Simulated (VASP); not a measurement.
Sn3Bi:

```
CELL_PARAMETERS angstrom
0.00000 3.84902 3.84902
3.84902 0.00000 3.84902
3.84902 3.84902 0.00000
ATOMIC_POSITIONS crystal
Sn 0.00000 0.00000 0.00000
Sn 0.25000 0.25000 0.25000
Sn 0.75000 0.75000 0.75000
Bi 0.50000 0.50000 0.50000
```

The cell comes from a database or a generator and needn't be the stable form of this composition.

Base run:

- Program: VASP 6.6.1
- Functional: LDA
- Potentials or basis: VASP PAW LDA potentials, release 64 (Sn_d, Bi_d)
- Cutoff: 520 eV
- k mesh: 5 × 5 × 5
- Occupations: fermi-dirac, width 0.1 eV
- Spin: no spin polarisation

Its results: band gap on the k mesh none (metal or under the smearing width); pressure -3.0 GPa.

The run is repeated on the same cell with these changes: k mesh from 5 × 5 × 5 to 3 × 3 × 3; further incar settings from ALGO = Normal; EDIFF = 1e-06; NBANDS = 36 to ALGO = Fast; EDIFF = 1e-07; NBANDS = 36. What comes out?

Band gap on the k mesh none (metal or under the smearing width); pressure -1.4 GPa.

Caveats: some runs use coarse meshes; spin-orbit coupling is left out, which moves the levels of the heavy elements.

Not every run made on this cell is shown here.
